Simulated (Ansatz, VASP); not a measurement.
# Cross-check of H23C11 (amorphous polyisobutylene at 580 K) between VASP and Ansatz, part 2 of 2

Aim: how closely do two programs agree when they are given the same cell, functional and k mesh? Of the first pair: The structure shown is the start of the Ansatz relaxation below; VASP solves that cell, so the two are compared at the walk's first step.

VASP 6.6.1 and Ansatz 0.2.0.

So far. Step 3 (VASP: single point, LDA, start cell, pair 1): The run ends at a pressure of -1.10 GPa, with forces up to 0.31 eV/Å.

## 5. Ansatz: relaxation, LDA

Level of this step: Ansatz beside VASP: Kohn-Sham DFT, plane waves, LDA (Ansatz).

This run makes the geometry at which the two programs are then compared.

The structure compared here is the end of the Ansatz relaxation.

Input file input.yaml:

```yaml
crystal:
  lattice:
    - [10.01402, -0.07331, 0.37837]
    - [-0.07404, 10.57765, -0.40821]
    - [0.38215, -0.40821, 10.20996]
  atoms:
    - { symbol: C, position: [0.78473, 0.54948, 0.50297] }
    - { symbol: C, position: [0.86449, 0.49689, 0.60563] }
    - { symbol: C, position: [0.80077, 0.38607, 0.67636] }
    - { symbol: C, position: [0.9007, 0.35323, 0.77309] }
    - { symbol: C, position: [0.78589, 0.27508, 0.57536] }
    - { symbol: C, position: [0.66245, 0.42938, 0.73983] }
    - { symbol: C, position: [0.58116, 0.36121, 0.84859] }
    - { symbol: C, position: [0.57728, 0.21862, 0.81961] }
    - { symbol: C, position: [0.64413, 0.39222, 0.97853] }
    - { symbol: C, position: [0.43966, 0.42018, 0.85392] }
    - { symbol: C, position: [0.30867, 0.3685, 0.92246] }
    - { symbol: C, position: [0.20596, 0.47174, 0.91226] }
    - { symbol: C, position: [0.26089, 0.24986, 0.8438] }
    - { symbol: C, position: [0.33054, 0.34648, 0.06574] }
    - { symbol: C, position: [0.21469, 0.32625, 0.17133] }
    - { symbol: C, position: [0.14431, 0.44953, 0.21917] }
    - { symbol: C, position: [0.10859, 0.233, 0.12147] }
    - { symbol: C, position: [0.27268, 0.26472, 0.28645] }
    - { symbol: C, position: [0.35768, 0.33535, 0.38898] }
    - { symbol: C, position: [0.41826, 0.23389, 0.46302] }
    - { symbol: C, position: [0.27144, 0.41828, 0.48946] }
    - { symbol: C, position: [0.47275, 0.41455, 0.33181] }
    - { symbol: H, position: [0.76393, 0.47688, 0.42351] }
    - { symbol: H, position: [0.84095, 0.62722, 0.4571] }
    - { symbol: H, position: [0.68682, 0.58835, 0.54482] }
    - { symbol: H, position: [0.88563, 0.57293, 0.68248] }
    - { symbol: H, position: [0.96487, 0.46593, 0.56035] }
    - { symbol: H, position: [0.00042, 0.33345, 0.72039] }
    - { symbol: H, position: [0.87055, 0.26882, 0.82508] }
    - { symbol: H, position: [0.91476, 0.43311, 0.8471] }
[... 100 atom lines left out ...]
    - { symbol: H, position: [0.42044, 0.67262, 0.43746] }
    - { symbol: H, position: [0.42758, 0.83534, 0.40133] }
    - { symbol: H, position: [0.56538, 0.76755, 0.47156] }
    - { symbol: H, position: [0.4068, 0.73854, 0.80512] }
    - { symbol: H, position: [0.56051, 0.72609, 0.70218] }
    - { symbol: H, position: [0.42413, 0.61788, 0.67381] }
kpoints:
  mp_grid: { grid: [1, 1, 1] }
hamiltonian:
  xc: lda
scf:
  occupations: { method: fixed }
output:
  forces: true
  eigenvalues: true
  stress: true
relax:
  f_tol: 0.05
  max_steps: 70
```

Command:

```sh
$ ansatz run input.yaml --threads 4 --pin off --max-ram 8192MiB --backend cpu --events-out ev --progress --plain --runs-dir out
```

Numbers of over 12 decimals in the logs are rounded to 6 here.

The program printed:

```text
[...]
Crystal: 136 atoms, lattice volume = 1078.257 Å³
Basis set: ecut = 420 eV, 21075 PW (Γ)
Bands: 270, of which v1, the nominal top of the filled ones, is band 134 counted from 1 (133 counted from 0)
Symmetry: 1 space group operations
[...]
k-points: 1
[...]
SCF iter   1: F=—  HF=-12145.759696 eV  |F-HF|=—  |Δ(HF+E_count)|=         —  Δρ=9.29e-3  dr2=6.24e-1  ethr=1.77e-3  ⟨swp⟩=4.0  Hψ=908  notcnv=0  defer=133
[...]
- { symbol: C, position: [0.913222, 0.821658, 0.982762] }
    - { symbol: C, position: [0.020328, 0.790775, 0.072915] }
[...]
- { symbol: C, position: [0.392056, 0.806324, 0.611205] }
    - { symbol: C, position: [0.436591, 0.940453, 0.652263] }
    - { symbol: C, position: [0.452011, 0.768543, 0.473308] }
    - { symbol: C, position: [0.448303, 0.718480, 0.703480] }
[...]
- { symbol: H, position: [0.562318, 0.767362, 0.472512] }
    - { symbol: H, position: [0.405722, 0.739344, 0.805528] }
    - { symbol: H, position: [0.558123, 0.728047, 0.702778] }
    - { symbol: H, position: [0.424118, 0.618571, 0.674533] }
```

## 6. VASP: single point, LDA, relaxed cell, pair 2

The same cell, functional (in two slightly different forms) and mesh now go to VASP, with its own data sets.

Input file INCAR:

```
SYSTEM = H23C11
PREC = Accurate
ENCUT = 600
EDIFF = 1E-06
NELM = 120
ISMEAR = 0
SIGMA = 0.01
LREAL = Auto
ALGO = Normal
GGA = PW92
NBANDS = 229
LORBIT = 11
LWAVE = .FALSE.
LCHARG = .FALSE.
ISIF = 2
LASPH = .TRUE.
GGA_COMPAT = .FALSE.
EFERMI = MIDGAP
```

Input file POSCAR:

```
H23C11
1.0
   10.0140200000     -0.0733100000      0.3783700000
   -0.0740400000     10.5776500000     -0.4082100000
    0.3821500000     -0.4082100000     10.2099600000
C H
44 92
Direct
    0.7821000000      0.5502900000      0.5042900000
    0.8611700000      0.4973300000      0.6067700000
    0.7978800000      0.3863800000      0.6773400000
    0.8964300000      0.3534500000      0.7745000000
    0.7839000000      0.2753000000      0.5761300000
    0.6604900000      0.4293500000      0.7401700000
    0.5797700000      0.3609600000      0.8486500000
    0.5768700000      0.2183200000      0.8195800000
    0.6414800000      0.3923300000      0.9788700000
    0.4392400000      0.4189700000      0.8534100000
    0.3096100000      0.3669400000      0.9219700000
    0.2070700000      0.4693000000      0.9112300000
    0.2630600000      0.2478100000      0.8436700000
    0.3311200000      0.3454600000      0.0654800000
    0.2162800000      0.3254100000      0.1710100000
    0.1461800000      0.4486400000      0.2182300000
    0.1115900000      0.2317100000      0.1213400000
    0.2736700000      0.2646000000      0.2866800000
    0.3575200000      0.3357700000      0.3891700000
    0.4177400000      0.2346800000      0.4636600000
    0.2718400000      0.4188500000      0.4893200000
    0.4712700000      0.4149700000      0.3317800000
    0.7367000000      0.9980700000      0.3988800000
    0.8140100000      0.9477300000      0.2741100000
    0.7530900000      0.9779400000      0.1480400000
    0.7267300000      0.1193900000      0.1515600000
    0.6193500000      0.9100000000      0.1365000000
    0.8488100000      0.9499200000      0.0254600000
    0.9132200000      0.8216600000      0.9827600000
    0.0203300000      0.7907700000      0.0729100000
[... 100 atom lines left out ...]
    0.4186800000      0.6728200000      0.4382100000
    0.4263800000      0.8353900000      0.4017800000
    0.5623200000      0.7673600000      0.4725100000
    0.4057200000      0.7393400000      0.8055300000
    0.5581200000      0.7280500000      0.7027800000
    0.4241200000      0.6185700000      0.6745300000
```

Input file KPOINTS:

```
Automatic mesh
0
Gamma
1 1 1
0 0 0
```

PAW data sets: C and H (LDA family, release 64).

Command:

```sh
$ export OMP_NUM_THREADS=3
$ mpirun -np 1 vasp_gam
```

The program printed:

```text
[banner, memory and clock lines left out]
running    1 mpi-ranks, on    1 nodes
[...]
Offloading initialized ...    1 GPUs detected
[...]
[... a notice as in an earlier step ...]

 LDA part: xc-table for (Slater(with rela. corr.)+PW92), standard interpolation
 POSCAR, INCAR and KPOINTS ok, starting setup
[...]
entering main loop
       N       E                     dE             d eps       ncg     rms          rms(c)
DAV:   1     0.154295226763E+04    0.15430E+04   -0.14463E+05   466   0.120E+03
DAV:   2    -0.665776475611E+03   -0.22087E+04   -0.20681E+04   575   0.257E+02
DAV:   3    -0.864015544644E+03   -0.19824E+03   -0.19649E+03   588   0.758E+01
DAV:   4    -0.869081897642E+03   -0.50664E+01   -0.50529E+01   588   0.139E+01
[...]
DAV:  17    -0.784078738592E+03   -0.16880E-05   -0.26681E-05   612   0.160E-02    0.649E-03
DAV:  18    -0.784078740456E+03   -0.18641E-05   -0.16621E-05   564   0.888E-03    0.394E-03
DAV:  19    -0.784078740187E+03    0.26872E-06   -0.15884E-06   468   0.324E-03
   1 F= -.78407874E+03 E0= -.78407874E+03  d E =0.000000E+00
```

From OUTCAR (step 6):

```text
  FREE ENERGIE OF THE ION-ELECTRON SYSTEM (eV)
  ---------------------------------------------------
  free  energy   TOTEN  =      -784.0787401873 eV

  energy  without entropy=     -784.0787401873  energy(sigma->0) =     -784.07874019
```

The run ends at a pressure of -0.12 GPa, with forces up to 0.049 eV/Å.

## 7. Side by side

What differs besides the data sets and the points named for the pairs above, as far as they apply: the cutoff is 420 eV in Ansatz and 600 eV in VASP (PREC = Accurate, projectors in real space). Total energies have different zeros and are not compared.

The two programs side by side:

```csv
quantity,Ansatz,VASP,difference
pressure (GPa),-0.10,-0.12,+0.03
gap on the k mesh (eV),5.072,5.074,-0.002
```

At this near-relaxed geometry the largest component of a force difference is 27 meV/Å. A gap on the mesh is an upper bound, since the band edges may lie between its points.

## 8. What came out

- r.m.s. force difference (single point, LDA, start cell, pair 1): 15 meV/Å
- r.m.s. force difference (single point, LDA, relaxed cell, pair 2): 12 meV/Å

The r.m.s. force difference is 15 meV/Å (single point, LDA, start cell, pair 1), beyond the 12 meV/Å picked in this series as the mark of a large difference. What causes the difference of the single point, LDA, start cell, pair 1 pair stays open here. What causes the difference of the single point, LDA, relaxed cell, pair 2 pair stays open here. How closely two codes agree says nothing of how well the functional describes the real material.

[Lines on the potential files, build, host, timing and source positions are cut from VASP's logs without a mark.]

[Logs are printed without paths, hosts, clocks, repeated set-up lines and the standing remarks that a program may print on its own settings, such as how far it seeks lower states.]

[Hosts, paths, dates, database ids (printed as entryN), source tags and the programs' standing remarks are cut or masked in the printed files.]
